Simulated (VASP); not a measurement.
# Si63P (a cell with a defect) in VASP: relaxation of the atoms with PBE

Aim: the relaxation of the atoms of Si63P (a cell with a defect) with PBE.

Everything below comes from runs of VASP 6.6.1. Logs are shortened: lines on timing, memory, paths and dates and some standing lists are left out, and cuts for length are marked.

## Step 1: The structure

The cell holds a defect, 64 atoms: a = 10.862 Å, b = 10.862 Å, c = 10.862 Å, α = 90.00°, β = 90.00°, γ = 90.00°.

The cell was built by a generator and needn't be a form met in nature.

## Step 2: Relaxation of the atoms, PBE, collinear spin, ferromagnetic start

The input, INCAR:

```
PREC     = Accurate       # precision mode
ENCUT    = 350            # plane-wave cutoff, eV
EDIFF    = 1E-6           # SCF threshold, eV
ISMEAR   = 0              # smearing method
SIGMA    = 0.02           # smearing width, eV
LREAL    = F              # projectors in reciprocal space
LASPH    = T              # aspherical terms in the spheres
NELM     = 100            # most SCF steps
ALGO     = Normal         # electronic algorithm
ISIF     = 2              # what is computed and relaxed
LWAVE    = F              # write WAVECAR
LCHARG   = F              # write CHGCAR
ISPIN    = 2              # spin polarisation
MAGMOM   = 0.5 0 0 0 0 0 0 0 0 0 0 0 0 0 0 0 0 0 0 0 0 0 0 0 0 0 0 0 0 0 0 0 0 0 0 0 0 0 0 0 0 0 0 0 0 0 0 0 0 0 0 0 0 0 0 0 0 0 0 0 0 0 0 0 # initial moments
LORBIT   = 11             # projections on sites
NUPDOWN  = 1              # fixed moment
GGA      = PE             # functional
IBRION   = 2              # ionic algorithm
NSW      = 60             # ionic steps
EDIFFG   = -0.005         # ionic threshold
```

The input, KPOINTS:

```
Automatic mesh
0
Gamma
  1 1 1
```

The input, POSCAR:

```
Si63P
1.0
   10.8620000000      0.0000000000      0.0000000000
    0.0000000000     10.8620000000      0.0000000000
    0.0000000000      0.0000000000     10.8620000000
P Si
1 63
Direct
    0.0000000000      0.0000000000      0.0000000000
    0.0000000000      0.2500000000      0.2500000000
    0.2500000000      0.0000000000      0.2500000000
    0.2500000000      0.2500000000      0.0000000000
    0.1250000000      0.1250000000      0.1250000000
    0.1250000000      0.3750000000      0.3750000000
    0.3750000000      0.1250000000      0.3750000000
    0.3750000000      0.3750000000      0.1250000000
    0.0000000000      0.0000000000      0.5000000000
    0.0000000000      0.2500000000      0.7500000000
    0.2500000000      0.0000000000      0.7500000000
    0.2500000000      0.2500000000      0.5000000000
    0.1250000000      0.1250000000      0.6250000000
    0.1250000000      0.3750000000      0.8750000000
    0.3750000000      0.1250000000      0.8750000000
    0.3750000000      0.3750000000      0.6250000000
    0.0000000000      0.5000000000      0.0000000000
    0.0000000000      0.7500000000      0.2500000000
    0.2500000000      0.5000000000      0.2500000000
    0.2500000000      0.7500000000      0.0000000000
    0.1250000000      0.6250000000      0.1250000000
    0.1250000000      0.8750000000      0.3750000000
    0.3750000000      0.6250000000      0.3750000000
    0.3750000000      0.8750000000      0.1250000000
    0.0000000000      0.5000000000      0.5000000000
    0.0000000000      0.7500000000      0.7500000000
    0.2500000000      0.5000000000      0.7500000000
    0.2500000000      0.7500000000      0.5000000000
    0.1250000000      0.6250000000      0.6250000000
    0.1250000000      0.8750000000      0.8750000000
    0.3750000000      0.6250000000      0.8750000000
    0.3750000000      0.8750000000      0.6250000000
    0.5000000000      0.0000000000      0.0000000000
    0.5000000000      0.2500000000      0.2500000000
    0.7500000000      0.0000000000      0.2500000000
    0.7500000000      0.2500000000      0.0000000000
    0.6250000000      0.1250000000      0.1250000000
    0.6250000000      0.3750000000      0.3750000000
    0.8750000000      0.1250000000      0.3750000000
    0.8750000000      0.3750000000      0.1250000000
    0.5000000000      0.0000000000      0.5000000000
    0.5000000000      0.2500000000      0.7500000000
    0.7500000000      0.0000000000      0.7500000000
    0.7500000000      0.2500000000      0.5000000000
    0.6250000000      0.1250000000      0.6250000000
    0.6250000000      0.3750000000      0.8750000000
    0.8750000000      0.1250000000      0.8750000000
    0.8750000000      0.3750000000      0.6250000000
    0.5000000000      0.5000000000      0.0000000000
    0.5000000000      0.7500000000      0.2500000000
    0.7500000000      0.5000000000      0.2500000000
    0.7500000000      0.7500000000      0.0000000000
    0.6250000000      0.6250000000      0.1250000000
    0.6250000000      0.8750000000      0.3750000000
    0.8750000000      0.6250000000      0.3750000000
    0.8750000000      0.8750000000      0.1250000000
    0.5000000000      0.5000000000      0.5000000000
    0.5000000000      0.7500000000      0.7500000000
    0.7500000000      0.5000000000      0.7500000000
    0.7500000000      0.7500000000      0.5000000000
    0.6250000000      0.6250000000      0.6250000000
    0.6250000000      0.8750000000      0.8750000000
    0.8750000000      0.6250000000      0.8750000000
    0.8750000000      0.8750000000      0.6250000000
```

Potentials or basis: VASP PAW PBE potentials, release 64 (P, Si).

Command:

```
> cat potpaw_PBE.64/P/POTCAR potpaw_PBE.64/Si/POTCAR > POTCAR
> mpirun -np 1 vasp_std > vasp.out
```

OUTCAR:

```text
PREC = Accurate
   ENCUT = 350
   EDIFF = 1E-6
   ISMEAR = 0
   LREAL = F
   LASPH = T
   NELM = 100
   ISIF = 2
   ISPIN = 2
   LORBIT = 11
   NUPDOWN = 1
   GGA = PE
   IBRION = 2
   NSW = 60
   EDIFFG = -0.005

 ion  position               nearest neighbor table
   1  0.000  0.000  0.000-   5 2.35  30 2.35  47 2.35  56 2.35
   2  0.000  0.250  0.250-   5 2.35   6 2.35  39 2.35  40 2.35
   3  0.250  0.000  0.250-   5 2.35   7 2.35  22 2.35  24 2.35
   4  0.250  0.250  0.000-   5 2.35   8 2.35  14 2.35  15 2.35
   5  0.125  0.125  0.125-   1 2.35   2 2.35   3 2.35   4 2.35
   6  0.125  0.375  0.375-   2 2.35  12 2.35  19 2.35  25 2.35
[... 56 lines left out ...]
  63  0.875  0.625  0.875-  17 2.35  26 2.35  52 2.35  59 2.35
  64  0.875  0.875  0.625-   9 2.35  26 2.35  43 2.35  60 2.35

  LATTYP: Found a simple cubic cell.
 ALAT       =    10.8620000000

  Lattice vectors:

 A1 = (  10.8620000000,   0.0000000000,   0.0000000000)
 A2 = (   0.0000000000,  10.8620000000,   0.0000000000)
 A3 = (   0.0000000000,   0.0000000000,  10.8620000000)

Analysis of symmetry for initial positions (statically):
=====================================================================
 Subroutine PRICEL returns:
 Original cell was already a primitive cell.

 Routine SETGRP: Setting up the symmetry group for a
 simple cubic supercell.

 Subroutine GETGRP returns: Found 24 space group operations
 (whereof 24 operations were pure point group operations)
 out of a pool of 48 trial point group operations.

The static configuration has the point symmetry T_d .

Analysis of symmetry for dynamics (positions and initial velocities):
=====================================================================
 Subroutine PRICEL returns:
 Original cell was already a primitive cell.

 Routine SETGRP: Setting up the symmetry group for a
 simple cubic supercell.

 Subroutine GETGRP returns: Found 24 space group operations
 (whereof 24 operations were pure point group operations)
 out of a pool of 48 trial point group operations.

The dynamic configuration has the point symmetry T_d .

Analysis of structural, dynamic, and magnetic symmetry:
=====================================================================
 Subroutine PRICEL returns:
 Original cell was already a primitive cell.

 Routine SETGRP: Setting up the symmetry group for a
 simple cubic supercell.

 Subroutine GETGRP returns: Found 24 space group operations
 (whereof 24 operations were pure point group operations)
 out of a pool of 48 trial point group operations.

The overall configuration has the point symmetry T_d .

 Subroutine INISYM returns: Found 24 space group operations
 (whereof 24 operations are pure point group operations),
 and found     1 'primitive' translations

----------------------------------------------------------------------------------------

                                     Primitive cell

  volume of cell :    1281.5318

  direct lattice vectors                    reciprocal lattice vectors
    10.862000000  0.000000000  0.000000000     0.092064077  0.000000000  0.000000000
     0.000000000 10.862000000  0.000000000     0.000000000  0.092064077  0.000000000
     0.000000000  0.000000000 10.862000000     0.000000000  0.000000000  0.092064077

  length of vectors
[... 184 lines left out ...]
   EDIFFG = -.5E-02   stopping-criterion for IOM
   NSW    =     60    number of steps for IOM
   IBRION =      2    ionic relax: 0-MD 1-quasi-New 2-CG
   NFREE  =      1    steps in history (QN), initial steepest desc. (CG)
   ISIF   =      2    stress and relaxation
   ISYM   =      2    0-nonsym 1-usesym 2-fastsym
   POTIM  = 0.5000    time-step for ionic-motion
   TEBEG  =    0.0;   TEEND  =   0.0 temperature during run
   PSTRESS=    0.0 pullay stress
   NELECT =     257.0000    total number of electrons
   NUPDOWN=       1.0000    fix difference up-down
   EMIN   =  10.00;   EMAX   =-10.00  energy-range for DOS
   EFERMI =   0.00;   METHOD = LEGACY
   ISMEAR =     0;   SIGMA  =   0.02  broadening in eV -4-tet -1-fermi 0-gaus
   EFERMI_NEDOS =   21; number of points for ismear=-14 and -15
   IALGO  =     38    algorithm
   IMIX   =      4    mixing-type and parameters
     AMIX     =   0.40;   BMIX     =  1.00
     AMIX_MAG =   1.60;   BMIX_MAG =  1.00
  volume/ion in A,a.u.               =      20.02       135.13
  Fermi-wavevector in a.u.,A,eV,Ry     =   0.958244  1.810818 12.493297  0.918231
  Thomas-Fermi vector in A             =   2.087334
   LORBIT       =     11    0 simple, 1 ext, 2 COOP (PROOUT), +10 PAW based schemes
   GGA     = PE    functional components
   LHFCALC =     F    Hartree Fock is set to
   AEXX    =    0.0000 exact exchange contribution
   IVDW    =     0    specifies the selected vdW correction
   LEPSILON=     F    determine dielectric tensor
   LRPA    =     F    only Hartree local field effects (RPA)
 conjugate gradient relaxation of ions
 spin polarized calculation
 Gauss-broadening in eV      SIGMA  =   0.02
  energy-cutoff  :      350.00
  volume of cell :     1281.53
 maximum number of plane-waves:     19093
 NGX is ok and might be reduce to    70
   NGX = 33   NGY = 33   NGZ = 33

--------------------------------------- Ionic step        1  -------------------------------------------

 number of electron     256.9999982 magnetization       1.0000039

 Free energy of the ion-electron system (eV)
  ---------------------------------------------------
  ext. energy  EPLUGINS =         0.00000000
  ---------------------------------------------------
  free energy    TOTEN  =      -340.08064322 eV

  energy without entropy =     -340.08064322  energy(sigma->0) =     -340.08064322

------------------------ aborting loop because EDIFF is reached ----------------------------------------

  FORCE on cell =-STRESS in cart. coord.  units (eV):
  Direction    XX          YY          ZZ          XY          YZ          ZX
  --------------------------------------------------------------------------------------
  -------------------------------------------------------------------------------------
  Total       18.8671172     18.8671172     18.8671172      0.0000000      0.0000000     -0.0000000
  in kB       23.5877619     23.5877619     23.5877619      0.0000000      0.0000000     -0.0000000
  external PRESSURE =      23.5877619 kB  Pullay stress =       0.0000000 kB
[... 673 lines left out ...]
--------------------------------------- Ionic step        8  -------------------------------------------

 number of electron     256.9999988 magnetization       1.0000000

 Free energy of the ion-electron system (eV)
  ---------------------------------------------------
  ext. energy  EPLUGINS =         0.00000000
  ---------------------------------------------------
  free energy    TOTEN  =      -340.12163799 eV

  energy without entropy =     -340.12163799  energy(sigma->0) =     -340.12163799

 E-fermi :   5.9407     XC(G=0):  -9.3878

 val. band max:        6.2896655063   @ k =   0.0000   0.0000   0.0000
 cond. band min:       6.4281202899   @ k =   0.0000   0.0000   0.0000
 fundamental gap:      0.1384547836
 Fermi energy:         6.3963360923

 spin component 1

 k-point     1 :       0.0000    0.0000    0.0000
  band No.  band energies     occupation
      1      -6.5682      1.00000
      2      -5.8260      1.00000
      3      -5.0465      1.00000
      4      -5.0465      1.00000
      5      -5.0465      1.00000
      6      -4.9811      1.00000
[... 132 lines left out ...]
    139       6.9826      0.00000
    140       6.9826      0.00000
 Fermi energy:         5.9406680329

 spin component 2

 k-point     1 :       0.0000    0.0000    0.0000
  band No.  band energies     occupation
      1      -6.5353      1.00000
      2      -5.8096      1.00000
      3      -5.0258      1.00000
      4      -5.0258      1.00000
      5      -5.0258      1.00000
      6      -4.9716      1.00000
[... 132 lines left out ...]
    139       7.0006      0.00000
    140       7.0006      0.00000
 [bands above 140 left out]

------------------------ aborting loop because EDIFF is reached ----------------------------------------

  FORCE on cell =-STRESS in cart. coord.  units (eV):
  Direction    XX          YY          ZZ          XY          YZ          ZX
  --------------------------------------------------------------------------------------
  -------------------------------------------------------------------------------------
  Total       18.8651250     18.8651250     18.8651250      0.0000000      0.0000000      0.0000000
  in kB       23.5852712     23.5852712     23.5852712      0.0000000      0.0000000      0.0000000
  external PRESSURE =      23.5852712 kB  Pullay stress =       0.0000000 kB
[... 79 lines left out ...]
  FREE ENERGIE OF THE ION-ELECTRON SYSTEM (eV)
  ---------------------------------------------------
  free  energy   TOTEN  =      -340.1216379934 eV

  energy  without entropy=     -340.1216379934  energy(sigma->0) =     -340.12163799

 reached required accuracy - stopping structural energy minimisation

 total charge

# of ion       s       p       d       tot
------------------------------------------
    1        1.033   1.478   0.000   2.512
    2        0.737   0.962   0.000   1.699
    3        0.737   0.962   0.000   1.699
    4        0.737   0.962   0.000   1.699
    5        0.741   0.924   0.000   1.665
    6        0.737   0.958   0.000   1.695
[... 56 lines left out ...]
   63        0.737   0.964   0.000   1.701
   64        0.737   0.964   0.000   1.701
--------------------------------------------------
tot         47.544  61.832   0.000 109.376

 magnetization (x)

# of ion       s       p       d       tot
------------------------------------------
    1        0.032  -0.001   0.000   0.031
    2       -0.000  -0.001   0.000  -0.002
    3       -0.000  -0.001   0.000  -0.002
    4       -0.000  -0.001   0.000  -0.002
    5        0.001   0.013   0.000   0.014
    6        0.000   0.002   0.000   0.002
[... 56 lines left out ...]
   63        0.000   0.002   0.000   0.002
   64        0.000   0.002   0.000   0.002
--------------------------------------------------
tot          0.104   0.065   0.000   0.169
```

Run time: 34 min. Hardware: 1 thread of Intel Xeon Platinum 8375C at 2.90GHz (Ice Lake), shared host; peak memory 1 GiB.

What came out:

| Item | Value |
| --- | --- |
| Free energy | -340.1216 eV |
| Energy gained by relaxing | 0.6 meV/atom |
| Ionic steps | 8 |
| Pressure after relaxing | 2.4 GPa |
| Largest force after relaxing | 0.003 eV/Å |
| Net moment | 1.00 μB per cell |
| Site moments | P +0.03; Si -0.00, +0.01, +0.00 μB |
| Valence electrons inside the program's atomic spheres | P 2.51; Si 1.70, 1.67, 1.69 |

Forces on the atoms (eV/Å):
```
P    0.000  0.000  0.000
Si   0.000  0.000  0.000
Si   0.000  0.000  0.000
Si   0.000  0.000  0.000
Si  -0.001 -0.001 -0.001
Si   0.001  0.000  0.000
Si   0.000  0.001  0.000
Si   0.000  0.000  0.001
Si   0.000  0.000  0.000
Si   0.000  0.000  0.000
Si   0.000  0.000  0.000
Si   0.000  0.000  0.000
Si   0.002  0.002 -0.002
Si   0.002  0.002 -0.002
Si   0.002  0.002 -0.002
Si   0.002  0.002 -0.002
Si   0.000  0.000  0.000
Si   0.000  0.000  0.000
Si   0.000  0.000  0.000
Si   0.000  0.000  0.000
Si   0.002 -0.002  0.002
Si   0.002 -0.002  0.002
Si   0.002 -0.002  0.002
Si   0.002 -0.002  0.002
Si   0.000  0.000  0.000
Si   0.000  0.000  0.000
Si   0.000  0.000  0.000
Si   0.000  0.000  0.000
Si   0.001  0.000  0.000
Si  -0.001  0.001  0.001
Si   0.000  0.000 -0.001
Si   0.000 -0.001  0.000
Si   0.000  0.000  0.000
Si   0.000  0.000  0.000
Si   0.000  0.000  0.000
Si   0.000  0.000  0.000
Si  -0.002  0.002  0.002
Si  -0.002  0.002  0.002
Si  -0.002  0.002  0.002
Si  -0.002  0.002  0.002
Si   0.000  0.000  0.000
Si   0.000  0.000  0.000
Si   0.000  0.000  0.000
Si   0.000  0.000  0.000
Si   0.000  0.001  0.000
Si   0.000  0.000 -0.001
Si   0.001 -0.001  0.001
Si  -0.001  0.000  0.000
Si   0.000  0.000  0.000
Si   0.000  0.000  0.000
Si   0.000  0.000  0.000
Si   0.000  0.000  0.000
Si   0.000  0.000  0.001
Si   0.000 -0.001  0.000
Si  -0.001  0.000  0.000
Si   0.001  0.001 -0.001
Si   0.000  0.000  0.000
Si   0.000  0.000  0.000
Si   0.000  0.000  0.000
Si   0.000  0.000  0.000
Si  -0.002 -0.002 -0.002
Si  -0.002 -0.002 -0.002
Si  -0.002 -0.002 -0.002
Si  -0.002 -0.002 -0.002
```

Step by step:
```csv
step,energy change (eV),largest force (eV/Å),pressure (GPa)
1,0.0000,0.2355,2.36
2,-0.0352,0.0793,2.36
3,-0.0369,0.0741,2.36
4,-0.0393,0.0215,2.36
5,-0.0394,0.0262,2.36
6,-0.0402,0.0171,2.36
7,-0.0409,0.0099,2.36
8,-0.0410,0.0034,2.36
```

Final structure:
```cif
data_structure
_symmetry_space_group_name_H-M 'P 1'
_symmetry_Int_Tables_number 1
_cell_length_a 10.8620
_cell_length_b 10.8620
_cell_length_c 10.8620
_cell_angle_alpha 90.000
_cell_angle_beta 90.000
_cell_angle_gamma 90.000
_cell_volume 1281.53
loop_
_atom_site_label
_atom_site_type_symbol
_atom_site_fract_x
_atom_site_fract_y
_atom_site_fract_z
_atom_site_occupancy
P1 P 0.00000 0.00000 0.00000 1
Si1 Si 0.99891 0.24949 0.24949 1
Si2 Si 0.24949 0.99891 0.24949 1
Si3 Si 0.24949 0.24949 0.99891 1
Si4 Si 0.12570 0.12570 0.12570 1
Si5 Si 0.12545 0.37400 0.37400 1
Si6 Si 0.37400 0.12545 0.37400 1
Si7 Si 0.37400 0.37400 0.12545 1
Si8 Si 0.00000 0.00000 0.50000 1
Si9 Si 0.00109 0.24949 0.75051 1
Si10 Si 0.24949 0.00109 0.75051 1
Si11 Si 0.25000 0.25000 0.49962 1
Si12 Si 0.12541 0.12541 0.62495 1
Si13 Si 0.12541 0.37505 0.87459 1
Si14 Si 0.37505 0.12541 0.87459 1
Si15 Si 0.37477 0.37477 0.62523 1
Si16 Si 0.00000 0.50000 0.00000 1
Si17 Si 0.00109 0.75051 0.24949 1
Si18 Si 0.25000 0.49962 0.25000 1
Si19 Si 0.24949 0.75051 0.00109 1
Si20 Si 0.12541 0.62495 0.12541 1
Si21 Si 0.12541 0.87459 0.37505 1
Si22 Si 0.37477 0.62523 0.37477 1
Si23 Si 0.37505 0.87459 0.12541 1
Si24 Si 0.00000 0.50000 0.50000 1
Si25 Si 0.99891 0.75051 0.75051 1
Si26 Si 0.25000 0.50038 0.75000 1
Si27 Si 0.25000 0.75000 0.50038 1
Si28 Si 0.12545 0.62600 0.62600 1
Si29 Si 0.12570 0.87430 0.87430 1
Si30 Si 0.37400 0.62600 0.87455 1
Si31 Si 0.37400 0.87455 0.62600 1
Si32 Si 0.50000 0.00000 0.00000 1
Si33 Si 0.49962 0.25000 0.25000 1
Si34 Si 0.75051 0.00109 0.24949 1
Si35 Si 0.75051 0.24949 0.00109 1
Si36 Si 0.62495 0.12541 0.12541 1
Si37 Si 0.62523 0.37477 0.37477 1
Si38 Si 0.87459 0.12541 0.37505 1
Si39 Si 0.87459 0.37505 0.12541 1
Si40 Si 0.50000 0.00000 0.50000 1
Si41 Si 0.50038 0.25000 0.75000 1
Si42 Si 0.75051 0.99891 0.75051 1
Si43 Si 0.75000 0.25000 0.50038 1
Si44 Si 0.62600 0.12545 0.62600 1
Si45 Si 0.62600 0.37400 0.87455 1
Si46 Si 0.87430 0.12570 0.87430 1
Si47 Si 0.87455 0.37400 0.62600 1
Si48 Si 0.50000 0.50000 0.00000 1
Si49 Si 0.50038 0.75000 0.25000 1
Si50 Si 0.75000 0.50038 0.25000 1
Si51 Si 0.75051 0.75051 0.99891 1
Si52 Si 0.62600 0.62600 0.12545 1
Si53 Si 0.62600 0.87455 0.37400 1
Si54 Si 0.87455 0.62600 0.37400 1
Si55 Si 0.87430 0.87430 0.12570 1
Si56 Si 0.50000 0.50000 0.50000 1
Si57 Si 0.49962 0.75000 0.75000 1
Si58 Si 0.75000 0.49962 0.75000 1
Si59 Si 0.75000 0.75000 0.49962 1
Si60 Si 0.62523 0.62523 0.62523 1
Si61 Si 0.62495 0.87459 0.87459 1
Si62 Si 0.87459 0.62495 0.87459 1
Si63 Si 0.87459 0.87459 0.62495 1
```

Caveat: the total moment is fixed, so each spin has its own Fermi level.
